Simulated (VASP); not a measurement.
Consider the following.

```yaml
crystal:
  lattice:
    - [1.87800, -3.25280, 0.00000]
    - [1.87800, 3.25280, 0.00000]
    - [0.00000, 0.00000, 4.89514]
  atoms:
    - { symbol: Pt, position: [0.00000, 0.00000, 0.00000] }
    - { symbol: Se, position: [0.33333, 0.66667, 0.25983] }
    - { symbol: Se, position: [0.66667, 0.33333, 0.74017] }
```

Computed with PBEsol GGA with spin-orbit coupling, VASP's PBE PAW potentials (set 64) (plane waves; VASP). Numerical set-up: 400 eV cut-off, 9×9×6 Γ-centred mesh, Gaussian smearing of 0.050 eV, potentials Pt Se.

Without a dispersion term in the relaxation, distances and binding between the weakly bound layers, chains or molecules are unreliable, and so is what depends on them.

Question: Give the energies of bands 15 to 28 at the high-symmetry points, in eV from the Fermi level.

Answer: 
| band | Γ | M | K | A | L | H |
|---|---|---|---|---|---|---|
| 15 | -2.45 | -3.92 | -3.79 | -3.05 | -3.37 | -4.43 |
| 16 | -2.45 | -3.92 | -3.79 | -3.05 | -3.37 | -4.43 |
| 17 | -1.38 | -3.60 | -2.51 | -1.87 | -2.87 | -3.55 |
| 18 | -1.38 | -3.60 | -2.51 | -1.87 | -2.87 | -3.55 |
| 19 | -0.85 | -3.20 | -1.93 | -1.72 | -2.83 | -2.58 |
| 20 | -0.85 | -3.20 | -1.93 | -1.72 | -2.83 | -2.58 |
| 21 | 0.68 | -2.77 | -1.69 | -1.48 | -1.21 | -2.34 |
| 22 | 0.68 | -2.77 | -1.69 | -1.48 | -1.21 | -2.34 |
| 23 | 1.11 | 0.51 | -0.14 | 2.25 | 0.70 | 2.13 |
| 24 | 1.11 | 0.51 | -0.14 | 2.25 | 0.70 | 2.13 |
| 25 | 1.23 | 2.40 | 0.03 | 2.30 | 1.43 | 2.23 |
| 26 | 1.23 | 2.40 | 0.03 | 2.30 | 1.43 | 2.23 |
| 27 | 3.20 | 4.83 | 3.83 | 4.59 | 4.67 | 6.47 |
| 28 | 3.20 | 4.83 | 3.83 | 4.59 | 4.67 | 6.47 |

It has no gap at this level: it comes out as a metal or semimetal.

The compound is PtSe2 in the 1T layered structure. It was relaxed first.
